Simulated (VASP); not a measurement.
```
Al2Au
1.0
    0.00000     3.01555     3.07683
    3.05523     0.00000     3.07683
    3.05523     3.01555     0.00000
Al Au
2 1
Direct
  0.25000   0.25000   0.25000
  0.75000   0.75000   0.75000
  0.99003   0.00996   0.00996
```
Cell charge +0.1.

Method: PBE GGA, VASP's PBE PAW potentials (set 64) (plane waves; VASP 6.6.1). Run with NELECT = 16.9, 400 eV cut-off, 8×8×8 Γ-centred mesh, Gaussian smearing of 0.050 eV, potentials Al Au.

The cell is charged, with a uniform compensating background.

Which forces act on the atoms, in eV/Å?

| atom | Fx | Fy | Fz |
|---|---|---|---|
| Al1 | 0.205 | 0.000 | 0.000 |
| Al2 | 0.205 | 0.000 | 0.000 |
| Au3 | -0.410 | 0.000 | 0.000 |

Give the stress tensor in GPa (positive for a compressed cell).

```
-5.24   0.00   0.00
 0.00  -4.86   0.00
 0.00   0.00  -5.13
```
The pressure is its mean diagonal, -5.08 GPa.

The compound is AuAl2 in the fluorite structure. The cell was not relaxed at this level, atoms are displaced from their ideal sites. The run is one of a series of settings (ISMEAR = 0, NELECT = 16.9, SIGMA = 0.05 against the base run), some of them coarse on purpose. The electron count is odd and the run is not spin-polarised, which forces a metal.
